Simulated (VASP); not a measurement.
```
FePt
1.0
    2.68720     0.00000     0.00000
    0.00000     2.68720     0.00000
    0.00000     0.00000     3.70885
Fe Pt
1 1
Direct
  0.00000   0.00000   0.00000
  0.50000   0.50000   0.50000
```
Starting moments (μB, in the order of the record's atoms Fe Pt): 2.9 0.3.

These are PBE GGA, VASP's PBE PAW potentials (set 64) (plane waves; VASP) values and carry that method's errors. Numerical set-up: 500 eV cut-off, 13×13×10 Γ-centred mesh, first-order Methfessel-Paxton smearing of 0.10 eV, potentials Fe Pt.

Energy and stress use the plane-wave basis of the starting cell.

Problem. The ions, cell shape and volume at an external pressure of 20.0 GPa are relaxed. Give the cell that the relaxation ends in.

Solution. 
```
FePt
1.0
    2.65407     0.00000     0.00000
    0.00000     2.65407     0.00000
    0.00000     0.00000     3.66634
Fe Pt
1 1
Direct
  0.00000   0.00000   0.00000
  0.50000   0.50000   0.50000
```
Space group P4/mmm (123), at a tolerance of 0.03 Å. The cell ends with 3.15 μB, on the sites 2.80 0.31 μB.

Problem. How do energy and volume change from the first to the last step?

Solution. The energy (σ→0) changes by +43.4 meV/atom and the volume by -3.6 %, in 6 ionic steps.

The compound is FePt in the L1_0 structure. This run relaxes it under an external pressure of 20 GPa. Symmetry was kept, so distortions that lower it aren't found.
